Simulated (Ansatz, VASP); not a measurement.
# ReP2 in VASP and in Ansatz

```
Re P
1.0
     0.00000    2.77336    2.77336
     2.77336    0.00000    2.77336
     2.77336    2.77336    0.00000
Re P
1 2
Direct
  0.00000 0.00000 0.00000
  0.25000 0.25000 0.25000
  0.75000 0.75000 0.75000
```

Alike in both runs: task relaxation of cell and atoms; functional PBE; k mesh 11 × 11 × 11; occupations fermi-dirac, width 0.03 eV; no spin polarisation.

|  | VASP | Ansatz |
| --- | --- | --- |
| version | VASP 6.6.1 | Ansatz 0.2.0 |
| potentials or method | VASP PAW PBE potentials, release 64 (Re, P) | PAW with Ansatz's default frozen-core files, scalar-relativistic |
| plane-wave cutoff (eV) | 600 | 420 |
| valence electrons in the cell | 17 | 25 |

|  | VASP | Ansatz | Ansatz less VASP |
| --- | --- | --- | --- |
| relaxed volume (Å³/atom) | 15.85 | 15.81 | -0.043 |
| relaxed cell length with the largest relative difference (Å) | 4.066 | 4.063 | -0.0037 |
| energy change over the relaxation (meV/atom) | -115 | -106 | +8.6 |

The two sets of potentials don't hold the same shells in valence.

The runs have no spin-orbit coupling, so splittings on Re are missing.
